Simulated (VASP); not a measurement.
GaSe (relaxed from the beta-GaS structure, space group P6_3/mmc): computed properties

All values below come from PBEsol GGA, VASP's PBE PAW potentials (set 64) (plane waves; VASP).

```
Property                                                                                                                      Value
---------------------------------------------  ------------------------------------------------------------------------------------
space group                                                                                                          P6_3/mmc (194)
cell                                                    a = 3.743 Å, b = 3.743 Å, c = 16.158 Å, α = 90.00°, β = 90.00°, γ = 120.00°
volume per atom                                                                                                       24.51 Å³/atom
band gap (over mesh and band path)                                                                                          0.97 eV
smallest direct gap (over mesh and band path)                                                                               0.97 eV
band-edge character                                                                                                  direct, Γ to Γ
density                                                                                                                  5.04 g/cm³
optical Γ-point spectrum                       23 (×2), 28, 56 (×2), 58 (×2), 126, 129, 205 (×4), 210 (×4), 237, 243, 305, 306 cm⁻¹
```

```xyz
8
Lattice="3.7433 0.0000 0.0000 -1.8717 3.2418 0.0000 0.0000 0.0000 16.1580" Properties=species:S:1:pos:R:3 pbc="T T T"
Ga     0.0000     2.1612     2.8249
Ga     1.8717     1.0806    10.9039
Ga     1.8717     1.0806    13.3332
Ga     0.0000     2.1612     5.2541
Se     0.0000     2.1612     9.7289
Se     1.8717     1.0806     1.6499
Se     1.8717     1.0806     6.4291
Se     0.0000     2.1612    14.5081
```

Measured: gap 2.02 eV (computed value off by -1.05 eV), as given by Sangtae Kim et al., Scientific Data (2020), doi:10.1038/s41597-020-00723-8.  Without a dispersion term in the relaxation, distances and binding between the weakly bound layers, chains or molecules are unreliable, and so is what depends on them.

The structure was generated: GaSe was put into the beta-GaS type (P6_3/mmc), a phase also known from measurement. It was relaxed first, which changed the volume by +9 %. Symmetry was kept, so distortions that lower it aren't found.
